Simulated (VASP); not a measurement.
VASP input:

INCAR:
```
ALGO = Normal
EDIFF = 1E-6
EDIFFG = -0.02
ENCUT = 520
GGA = PS
IBRION = 2
ISIF = 3
ISMEAR = 0
LASPH = .True.
LCHARG = .False.
LREAL = .False.
LWAVE = .False.
NELM = 100
NSW = 60
PREC = Accurate
SIGMA = 0.05
SYSTEM = K2Li2Cl4
```

POSCAR:
```
K2Li2Cl4
1.0
  0.0000000000   2.7902574309   2.7902574309
  2.7902574309   0.0000000000   2.7902574309
 11.5117199855  11.5117199855  -0.3506902621
Li Cl K
2 4 2
Cart
  2.9679630113   2.9679630113   5.4028092811
  2.7002244159   2.7002244159   0.0900330152
  2.8340937136   2.8340937136   2.7464211481
  5.3471675303   5.3471675303   3.0236047621
  8.5899537064   8.5899537064   2.5710760171
 11.8327398825  11.8327398825   2.1185472721
  5.5746816038   5.5746816038   0.0058332576
 11.6052258089  11.6052258089   5.1363187766
```

KPOINTS:
```
Automatic mesh
0
Gamma
6 6 2
0 0 0
```

POTCAR, in this order: Li_sv Cl K_sv (PBE.64 set). Program: vasp_std.

Translate this PBEsol calculation to Quantum ESPRESSO's pw.x.

One equivalent input (not run):
```
&CONTROL
  calculation = 'vc-relax'
  pseudo_dir = './pseudo'
  outdir = './out'
  tprnfor = .true.
  tstress = .true.
  nstep = 60
  forc_conv_thr = 0.00078
/
&SYSTEM
  ibrav = 0
  nat = 8
  ntyp = 3
  ecutwfc = 74
  occupations = 'smearing'
  smearing = 'gaussian'
  degauss = 0.003675
  input_dft = 'pbesol'
/
&ELECTRONS
  conv_thr = 7.3e-08
  electron_maxstep = 100
/
&IONS
/
&CELL
/
ATOMIC_SPECIES
  Li 6.940 Li.upf
  Cl 35.450 Cl.upf
  K 39.098 K.upf
CELL_PARAMETERS angstrom
    -0.0000000    2.7902574    2.7902574
     2.7902574    0.0000000    2.7902574
    11.5117200   11.5117200   -0.3506903
ATOMIC_POSITIONS crystal
  Li   0.9695894  0.9695894  0.0228080
  Li   0.0304106  0.0304106  0.2271920
  Cl   0.5000000  0.5000000  0.1250000
  Cl   0.5624376  0.5624376  0.3281718
  Cl   0.5000000  0.5000000  0.6250000
  Cl   0.4375624  0.4375624  0.9218282
  K    0.0310049  0.0310049  0.4767463
  K    0.9689951  0.9689951  0.7732537
K_POINTS automatic
  6 6 2 0 0 0
```
The two are equivalent in intent, not identical: the potentials are each code's own (VASP's PAW set, PseudoDojo norm-conserving files in pw.x), so ENCUT and ecutwfc are chosen apart and not converted; conv_thr bounds pw.x's estimated SCF error, while EDIFF bounds the energy change between steps; forc_conv_thr acts on force components and is met together with etot_conv_thr.

The structure was generated: K2Li2Cl4 was put into an ordered model structure (R-3m), which need not be its known phase. It was relaxed first. The start is the result of an earlier pass.
